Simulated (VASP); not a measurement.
An input for Quantum ESPRESSO's pw.x (written as the equivalent of a VASP run, and not itself run):

```
&CONTROL
  calculation = 'scf'
  pseudo_dir = './pseudo'
  outdir = './out'
  tprnfor = .true.
  tstress = .true.
/
&SYSTEM
  ibrav = 0
  nat = 2
  ntyp = 2
  ecutwfc = 96
  occupations = 'smearing'
  smearing = 'methfessel-paxton'
  degauss = 0.00735
  input_dft = 'vdw-df2-b86r'
/
&ELECTRONS
  conv_thr = 7.3e-09
  electron_maxstep = 100
/
ATOMIC_SPECIES
  Al 26.982 Al.upf
  Co 58.933 Co.upf
CELL_PARAMETERS angstrom
     2.8075563    0.0000000    0.0000000
     0.0000000    2.8075563    0.0000000
     0.0000000    0.0000000    2.8075563
ATOMIC_POSITIONS crystal
  Al   0.5000000  0.5000000  0.5000000
  Co   0.0000000  0.0000000  0.0000000
K_POINTS automatic
  13 13 13 0 0 0
```

Q: Write the VASP files for the same calculation (rev-vdW-DF2).

A: Several could match; the one computed here: 
INCAR:
```
! general
SYSTEM    =  CoAl
PREC      =  Accurate
ENCUT     =  520
LREAL     =  .FALSE.   ! projection in real space or not
LASPH     =  .TRUE.   ! aspherical one-centre terms

! electronic loop
EDIFF     =  1E-7   ! SCF stop (eV)
NELM      =  100
ALGO      =  Normal   ! blocked Davidson
LMAXMIX   =  4

! smearing
ISMEAR    =  1
SIGMA     =  0.1   ! width (eV)

! functional
GGA       =  MK
LUSE_VDW  =  .TRUE.
AGGAC     =  0.0
PARAM1    =  0.1234568
PARAM2    =  0.7114
ZAB_VDW   =  -1.8867

! ions
ISIF      =  2   ! forces and stress, cell fixed

! output
LWAVE     =  .FALSE.
LCHARG    =  .FALSE.
```

**KPOINTS**
```
kpoints
0
G
  13 13 13
0 0 0
```

File POSCAR:
```
CoAl
1
    2.8075563231     0.0000000000     0.0000000000
    0.0000000000     2.8075563231     0.0000000000
    0.0000000000     0.0000000000     2.8075563231
Al Co
1 1
Direct
  0.5000000000   0.5000000000   0.5000000000
  0.0000000000   0.0000000000   0.0000000000
```

POTCAR, in this order: Al Co (PBE.64 set). Program: vasp_std.

Limits of the translation: the potentials are each code's own (VASP's PAW set, PseudoDojo norm-conserving files in pw.x), so ENCUT and ecutwfc are chosen apart and not converted; conv_thr bounds pw.x's estimated SCF error, while EDIFF bounds the energy change between steps.

The compound is CoAl in the CsCl type structure. This cell is one point of a volume scan, at 0.97 of the reference volume.
